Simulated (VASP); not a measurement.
These are SCAN meta-GGA, VASP's PBE PAW potentials (set 64) (plane waves; VASP) values and carry that method's errors.

The input files of a VASP run:

KPOINTS:
```
Automatic mesh
0
Gamma
7 7 7
0 0 0
```

### INCAR
```
# general
SYSTEM =MnS
PREC   =Accurate
ENCUT  =520
LREAL  =.False.
LASPH  =.True.

# electronic loop
EDIFF  =1E-7
NELM   =100
ALGO   =Normal
LMAXMIX=4
LMIXTAU=.True.

# smearing
ISMEAR =0
SIGMA  =0.05

# functional
METAGGA=SCAN

# spin
ISPIN  =2
MAGMOM =4.3 -4.3 2*0.0

# ions
IBRION =2
NSW    =30
ISIF   =4
EDIFFG =-0.01

# output
LWAVE  =.False.
LCHARG =.False.
LORBIT =10
```

POSCAR:
```
MnS
1
    5.1958991850     2.5866106834     2.5866106834
    2.5866106834     5.1958991850     2.5866106834
    2.5866106834     2.5866106834     5.1958991850
Mn S
2 2
Direct
  1.0000000000   0.0000000000   0.0000000000
  0.5000000000   0.5000000000   0.5000000000
  0.2500000000   0.2500000000   0.2500000000
  0.7500000000   0.7500000000   0.7500000000
```

POTCAR, in this order: Mn_pv S (PBE.64 set). Program: vasp_std.

The resulting files:

File OUTCAR:
```
 ion  position               nearest neighbor table
   1  0.000  0.000  0.000-   4 2.60   4 2.60   3 2.60   3 2.60   4 2.60   3 2.60
   2  0.500  0.500  0.500-   3 2.60   3 2.60   4 2.60   4 2.60   3 2.60   4 2.60
   3  0.250  0.250  0.250-   1 2.60   1 2.60   2 2.60   2 2.60   1 2.60   2 2.60
   4  0.750  0.750  0.750-   2 2.60   2 2.60   1 2.60   1 2.60   2 2.60   1 2.60
  LATTYP: Found a trigonal (rhomboedric) cell.
 ALAT       =     6.3544061875
 COS(alpha) =     0.8313857574
 Subroutine PRICEL returns following result:
  LATTYP: Found a trigonal (rhomboedric) cell.
 ALAT       =     3.6740730452
 COS(alpha) =     0.4956307184
 Subroutine GETGRP returns: Found 12 space group operations
The static configuration has the point symmetry D_3d.
The dynamic configuration has the point symmetry D_3d.
The overall configuration has the point symmetry D_3d.
 Subroutine INISYM returns: Found 12 space group operations
 Subroutine IBZKPT returns following result:
 Found     44 irreducible k-points:

 Following reciprocal coordinates:
            Coordinates               Weight
  0.000000  0.000000  0.000000      1.000000
  0.142857 -0.000000 -0.000000      6.000000
  0.285714 -0.000000 -0.000000      6.000000
  0.428571  0.000000  0.000000      6.000000
  0.142857  0.142857  0.000000      6.000000
  0.285714  0.142857 -0.000000     12.000000
  0.428571  0.142857  0.000000     12.000000
 -0.428571  0.142857  0.000000     12.000000
 -0.285714  0.142857  0.000000     12.000000
 -0.142857  0.142857  0.000000      6.000000
  0.285714  0.285714 -0.000000      6.000000
  0.428571  0.285714 -0.000000     12.000000
 -0.428571  0.285714  0.000000     12.000000
 -0.285714  0.285714  0.000000      6.000000
  0.428571  0.428571  0.000000      6.000000
 -0.428571  0.428571  0.000000      6.000000
  0.142857  0.142857  0.142857      2.000000
  0.285714  0.142857  0.142857      6.000000
  0.428571  0.142857  0.142857      6.000000
 -0.428571  0.142857  0.142857      6.000000
 -0.285714  0.142857  0.142857      6.000000
 -0.142857  0.142857  0.142857      6.000000
  0.285714  0.285714  0.142857      6.000000
  0.428571  0.285714  0.142857     12.000000
 -0.428571  0.285714  0.142857     12.000000
 -0.285714  0.285714  0.142857     12.000000
 -0.142857  0.285714  0.142857     12.000000
  0.428571  0.428571  0.142857      6.000000
 -0.428571  0.428571  0.142857     12.000000
 -0.285714  0.428571  0.142857     12.000000
 -0.142857  0.428571  0.142857     12.000000
 -0.428571 -0.428571  0.142857      6.000000
 -0.285714 -0.428571  0.142857     12.000000
 -0.285714 -0.285714  0.142857      6.000000
  0.285714  0.285714  0.285714      2.000000
  0.428571  0.285714  0.285714      6.000000
 -0.428571  0.285714  0.285714      6.000000
 -0.285714  0.285714  0.285714      6.000000
  0.428571  0.428571  0.285714      6.000000
 -0.428571  0.428571  0.285714     12.000000
   k-points           NKPTS =     44   k-points in BZ     NKDIM =     44   number of bands    NBANDS=     23
   number of dos      NEDOS =    301   number of ions     NIONS =      4
   total plane-waves  NPLWV = 110592
   dimension x,y,z NGX =    48 NGY =   48 NGZ =   48
   dimension x,y,z NGXF=    96 NGYF=   96 NGZF=   96
   ions per type =               2   2
   PREC   = accura    normal or accurate (medium, high low for compatibility)
   ISTART =      0    job   : 0-new  1-cont  2-samecut
   ICHARG =      2    charge: 1-file 2-atom 10-const
   ISPIN  =      2    spin polarized calculation?
   LNONCOLLINEAR =      F non collinear calculations
   LSORBIT =      F    spin-orbit coupling
   INIWAV =      1    electr: 0-lowe 1-rand  2-diag
...
```

File OSZICAR:
```
       N       E                     dE             d eps       ncg     rms          rms(c)
DAV:   1     0.351674228851E+03    0.35167E+03   -0.21896E+04  4376   0.182E+03
DAV:   2    -0.311440786178E+02   -0.38282E+03   -0.37848E+03  4076   0.494E+02
DAV:   3    -0.675912287658E+02   -0.36447E+02   -0.35765E+02  5888   0.138E+02
DAV:   4    -0.687387664946E+02   -0.11475E+01   -0.11467E+01  4832   0.238E+01
DAV:   5    -0.687612875846E+02   -0.22521E-01   -0.22518E-01  5242   0.402E+00    0.158E+01
DAV:   6    -0.627061593443E+02    0.60551E+01   -0.28791E+01  5210   0.596E+01    0.173E+01
DAV:   7    -0.601451858021E+02    0.25610E+01   -0.27337E+00  4279   0.168E+01    0.108E+01
DAV:   8    -0.597723608158E+02    0.37282E+00   -0.85518E-01  4828   0.117E+01    0.554E+00
DAV:   9    -0.601066774005E+02   -0.33432E+00   -0.78790E-01  4230   0.886E+00    0.111E+00
DAV:  10    -0.601861874658E+02   -0.79510E-01   -0.75835E-02  5086   0.291E+00    0.496E-01
DAV:  11    -0.602163061695E+02   -0.30119E-01   -0.25700E-02  4506   0.117E+00    0.182E-01
DAV:  12    -0.602231318239E+02   -0.68257E-02   -0.96389E-03  4440   0.960E-01    0.134E-01
DAV:  13    -0.602235971502E+02   -0.46533E-03   -0.90474E-04  4825   0.292E-01    0.781E-02
DAV:  14    -0.602237431326E+02   -0.14598E-03   -0.83541E-04  4776   0.174E-01    0.545E-02
DAV:  15    -0.602237236621E+02    0.19471E-04   -0.38678E-05  4748   0.607E-02    0.603E-02
DAV:  16    -0.602237472513E+02   -0.23589E-04   -0.90033E-06  4636   0.313E-02    0.844E-02
DAV:  17    -0.602235629327E+02    0.18432E-03   -0.81708E-05  4426   0.621E-02    0.359E-02
DAV:  18    -0.602235888118E+02   -0.25879E-04   -0.90440E-06  4323   0.341E-02    0.208E-02
DAV:  19    -0.602235955558E+02   -0.67440E-05   -0.18079E-06  5296   0.101E-02    0.173E-02
DAV:  20    -0.602236036753E+02   -0.81194E-05   -0.20846E-07  3598   0.527E-03    0.105E-02
DAV:  21    -0.602236124533E+02   -0.87780E-05   -0.39328E-07  4440   0.390E-03    0.309E-03
DAV:  22    -0.602236145548E+02   -0.21015E-05   -0.35749E-08  2584   0.214E-03    0.940E-04
DAV:  23    -0.602236161551E+02   -0.16003E-05   -0.82664E-09  2437   0.912E-04    0.276E-04
DAV:  24    -0.602236162059E+02   -0.50791E-07   -0.23214E-09  2437   0.560E-04
   1 F= -.60223616E+02 E0= -.60223616E+02  d E =-.602236E+02  mag=    -0.0000
```

**OUTCAR**
```
------------------------ aborting loop because EDIFF is reached ----------------------------------------
  FORCE on cell =-STRESS in cart. coord.  units (eV):
  Direction    XX          YY          ZZ          XY          YZ          ZX
  --------------------------------------------------------------------------------------
  Total       -1.0514357     -1.0514357     -1.0514357     -0.0006954     -0.0006954     -0.0006954
  in kB      -23.8620178    -23.8620178    -23.8620178     -0.0157814     -0.0157814     -0.0157814
  external PRESSURE =     -23.8620178 kB  Pullay stress =       0.0000000 kB
  volume of cell :       70.60
      direct lattice vectors                 reciprocal lattice vectors
     5.195899185  2.586610683  2.586610683     0.287644223 -0.095602014 -0.095602014
     2.586610683  5.195899185  2.586610683    -0.095602014  0.287644223 -0.095602014
     2.586610683  2.586610683  5.195899185    -0.095602014 -0.095602014  0.287644223
 POSITION                                       TOTAL-FORCE (eV/Angst)
 -----------------------------------------------------------------------------------
      0.00000      0.00000      0.00000        -0.000000     -0.000000      0.000000
      5.18456      5.18456      5.18456        -0.000000      0.000000     -0.000000
      2.59228      2.59228      2.59228         0.000000     -0.000000     -0.000000
      7.77684      7.77684      7.77684        -0.000000     -0.000000      0.000000
 -----------------------------------------------------------------------------------
    total drift:                                0.000000     -0.000000     -0.000000
  FREE ENERGIE OF THE ION-ELECTRON SYSTEM (eV)
  ---------------------------------------------------
  free  energy   TOTEN  =       -60.2236162059 eV

  energy  without entropy=      -60.2236162059  energy(sigma->0) =      -60.22361621

 total charge

# of ion       s       p       d       tot
------------------------------------------
    1        0.219   6.156   4.922  11.298
    2        0.219   6.156   4.922  11.298
    3        1.314   2.467   0.000   3.782
    4        1.314   2.467   0.000   3.782
--------------------------------------------------
tot          3.067  17.248   9.844  30.159

 magnetization (x)

# of ion       s       p       d       tot
------------------------------------------
    1        0.016   0.015   4.331   4.362
    2       -0.016  -0.015  -4.331  -4.362
    3        0.000   0.000   0.000   0.000
    4        0.000   0.000   0.000   0.000
--------------------------------------------------
tot          0.000   0.000   0.000   0.000

 reached required accuracy - stopping structural energy minimisation
```
(Selected blocks of OUTCAR.)

**OUTCAR**
```
 val. band max:        5.8413436940   @ k =   0.4286   0.4286   0.4286

 cond. band min:       7.6864066165   @ k =  -0.4286  -0.4286   0.1429


 Fermi energy:         6.1659967746

 spin component 1

 k-point     1 :       0.0000    0.0000    0.0000
  band No.  band energies     occupation
      1     -46.6090      1.00000
      2     -46.6019      1.00000
      3     -46.6019      1.00000
      4     -40.4254      1.00000
      5     -40.4252      1.00000
      6     -40.4187      1.00000
      7      -8.4946      1.00000
      8      -7.1220      1.00000
      9      -0.3723      1.00000
     10       1.7543      1.00000
     11       1.7543      1.00000
     12       2.9420      1.00000
     13       2.9420      1.00000
     14       3.1865      1.00000
     15       4.6864      1.00000
     16       4.6864      1.00000
     17       4.7463      1.00000
     18       4.8070      1.00000
     19       4.8070      1.00000
     20       8.2830      0.00000
     21       8.2830      0.00000
     22       8.3773      0.00000
     23       9.4017      0.00000

 k-point     2 :       0.1429   -0.0000   -0.0000
  band No.  band energies     occupation
      1     -46.6089      1.00000
      2     -46.6029      1.00000
      3     -46.6022      1.00000
      4     -40.4269      1.00000
      5     -40.4257      1.00000
      6     -40.4184      1.00000
      7      -8.3075      1.00000
      8      -7.0772      1.00000
      9      -0.1010      1.00000
     10       1.6243      1.00000
     11       1.7964      1.00000
     12       2.6400      1.00000
     13       2.8385      1.00000
     14       3.1259      1.00000
     15       3.5913      1.00000
     16       4.1651      1.00000
     17       4.3855      1.00000
     18       4.9605      1.00000
     19       5.3522      1.00000
     20       8.1944      0.00000
     21       8.4034      0.00000
     22       8.4859      0.00000
     23       9.0203      0.00000
...
```

The compound is MnS in the rock salt, AFM-II order structure. This cell is one point of a volume scan, at 1.03 of the reference volume.
